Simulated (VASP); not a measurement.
These are PBEsol GGA, VASP's PBE PAW potentials (set 64) (plane waves; VASP 6.6.1) values and carry that method's errors.

A VASP calculation is set up with these files.

**KPOINTS**
```
Automatic mesh
0
Gamma
12 12 12
0 0 0
```

INCAR:
```
SYSTEM = ZrC
PREC = Accurate
ENCUT = 600
EDIFF = 1E-7
NELM = 100
ALGO = Normal
LREAL = .FALSE.
LASPH = .TRUE.
ISMEAR = 1
SIGMA = 0.1
GGA = PS
LMAXMIX = 4
LWAVE = .FALSE.
LCHARG = .FALSE.
ISIF = 2
```

### POSCAR
```
ZrC
1
   -0.0000000000     2.3360033734     2.3360033734
    2.3360033734     0.0000000000     2.3360033734
    2.3360033734     2.3360033734     0.0000000000
Zr C
1 1
Direct
  0.0000000000   0.0000000000   0.0000000000
  0.5000000000   0.5000000000   0.5000000000
```

POTCAR, in this order: Zr_sv C (PBE.64 set). Program: vasp_std.

Output of the run:

OSZICAR:
```
       N       E                     dE             d eps       ncg     rms          rms(c)
DAV:   1     0.121350994580E+03    0.12135E+03   -0.98100E+03  1728   0.151E+03
DAV:   2    -0.170378585137E+02   -0.13839E+03   -0.13059E+03  1952   0.354E+02
DAV:   3    -0.235363850090E+02   -0.64985E+01   -0.63757E+01  2572   0.696E+01
DAV:   4    -0.237775294193E+02   -0.24114E+00   -0.24099E+00  2252   0.124E+01
DAV:   5    -0.237835153438E+02   -0.59859E-02   -0.59857E-02  2492   0.162E+00    0.224E+01
DAV:   6    -0.207151706071E+02    0.30683E+01   -0.14651E+01  1948   0.273E+01    0.902E+00
DAV:   7    -0.205916429826E+02    0.12353E+00   -0.66282E-01  2044   0.663E+00    0.637E+00
DAV:   8    -0.205758762724E+02    0.15767E-01   -0.13624E-01  1852   0.335E+00    0.131E+00
DAV:   9    -0.205725710977E+02    0.33052E-02   -0.28933E-02  2104   0.113E+00    0.495E-01
DAV:  10    -0.205725569088E+02    0.14189E-04   -0.20629E-03  2032   0.567E-01    0.320E-01
DAV:  11    -0.205724222995E+02    0.13461E-03   -0.55816E-04  1956   0.194E-01    0.220E-02
DAV:  12    -0.205724206367E+02    0.16628E-05   -0.77622E-06  2400   0.336E-02    0.974E-03
DAV:  13    -0.205724204639E+02    0.17280E-06   -0.31284E-07  1976   0.585E-03    0.153E-03
DAV:  14    -0.205724204803E+02   -0.16404E-07   -0.24583E-08  1036   0.140E-03
   1 F= -.20572420E+02 E0= -.20572278E+02  d E =-.426900E-03
```

### OUTCAR
```
------------------------ aborting loop because EDIFF is reached ----------------------------------------
  FORCE on cell =-STRESS in cart. coord.  units (eV):
  Direction    XX          YY          ZZ          XY          YZ          ZX
  --------------------------------------------------------------------------------------
  Total       -0.0157241     -0.0157241     -0.0157241      0.0000000      0.0000000      0.0000000
  in kB       -0.9881583     -0.9881583     -0.9881583      0.0000000      0.0000000      0.0000000
  external PRESSURE =      -0.9881583 kB  Pullay stress =       0.0000000 kB
  volume of cell :       25.49
      direct lattice vectors                 reciprocal lattice vectors
     0.000000000  2.336003373  2.336003373    -0.214040787  0.214040787  0.214040787
     2.336003373  0.000000000  2.336003373     0.214040787 -0.214040787  0.214040787
     2.336003373  2.336003373  0.000000000     0.214040787  0.214040787 -0.214040787
 POSITION                                       TOTAL-FORCE (eV/Angst)
 -----------------------------------------------------------------------------------
      0.00000      0.00000      0.00000        -0.000000     -0.000000     -0.000000
      2.33600      2.33600      2.33600         0.000000      0.000000      0.000000
 -----------------------------------------------------------------------------------
    total drift:                                0.000000      0.000000      0.000000
  FREE ENERGIE OF THE ION-ELECTRON SYSTEM (eV)
  ---------------------------------------------------
  free  energy   TOTEN  =       -20.5724204803 eV

  energy  without entropy=      -20.5719935804  energy(sigma->0) =      -20.57227818
```
(Selected blocks of OUTCAR.)

### OUTCAR
```
 val. band max:        9.6791660283   @ k =   0.4167   0.4167   0.0000

 cond. band min:       9.7733283505   @ k =   0.1667   0.1667   0.0000


 Fermi energy:         9.7716515042

 k-point     1 :       0.0000    0.0000    0.0000
  band No.  band energies     occupation
      1     -38.2028      2.00000
      2     -15.9316      2.00000
      3     -15.9316      2.00000
      4     -15.9316      2.00000
      5      -1.6421      2.00000
      6      10.6594     -0.00000
      7      10.6594     -0.00000
      8      10.6594     -0.00000
      9      10.7651     -0.00000
     10      10.7651     -0.00000
     11      10.7651     -0.00000
     12      12.5603      0.00000

 k-point     2 :       0.0833    0.0000    0.0000
  band No.  band energies     occupation
      1     -38.1953      2.00000
      2     -15.9990      2.00000
      3     -15.9374      2.00000
      4     -15.9374      2.00000
      5      -1.4778      2.00000
      6       9.5711      2.01571
      7       9.8323      0.15416
      8       9.8323      0.15415
      9      11.0764     -0.00000
     10      11.0764     -0.00000
     11      11.4983     -0.00000
     12      13.4127      0.00000

 k-point     3 :       0.1667    0.0000    0.0000
  band No.  band energies     occupation
      1     -38.1750      2.00000
      2     -16.1786      2.00000
      3     -15.9531      2.00000
      4     -15.9531      2.00000
      5      -1.0149      2.00000
      6       8.2447      2.00000
      7       8.7850      2.00000
      8       8.7850      2.00000
      9      11.5595     -0.00000
     10      11.5595     -0.00000
     11      12.0064      0.00000
     12      14.9549      0.00000

 k-point     4 :       0.2500    0.0000    0.0000
  band No.  band energies     occupation
      1     -38.1470      2.00000
      2     -16.4145      2.00000
      3     -15.9745      2.00000
      4     -15.9745      2.00000
      5      -0.3323      2.00000
      6       6.9162      2.00000
...
```

The compound is ZrC in the rock salt structure. It was relaxed first.
